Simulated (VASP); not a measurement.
```
HgZnS2
1.0
    1.97796     1.14197     6.54738
   -1.97796     1.14197     6.54738
    0.00000    -2.28395     6.54738
Zn Hg S
1 1 2
Direct
  0.49895   0.49895   0.49895
  0.00341   0.00341   0.00341
  0.13121   0.13121   0.13121
  0.61641   0.61641   0.61641
```

Level of theory: PBEsol GGA, VASP's PBE PAW potentials (set 64) (plane waves; VASP 6.6.1). Settings: 400 eV cut-off, 7×7×7 Γ-centred mesh, tetrahedra with Blöchl corrections, potentials Zn Hg S.

Unless said otherwise, spin-orbit coupling is left out, though it shifts the bands of the heavy elements here.

Problem. Estimate the energy per atom (σ→0), band gap (on the k-mesh) with the smallest direct gap where there is one.

Solution. 
| Item | Result |
|---|---|
| band gap (on the k-mesh) | 0.35 eV |
| smallest direct gap (on the k-mesh) | 0.35 eV |
| energy per atom (σ→0) | -3.179 eV/atom |

The structure comes from a computed database's ZnHgS2 entry (R3m); how it stands against other phases isn't given here. It was relaxed first, which changed the volume by -5 %.
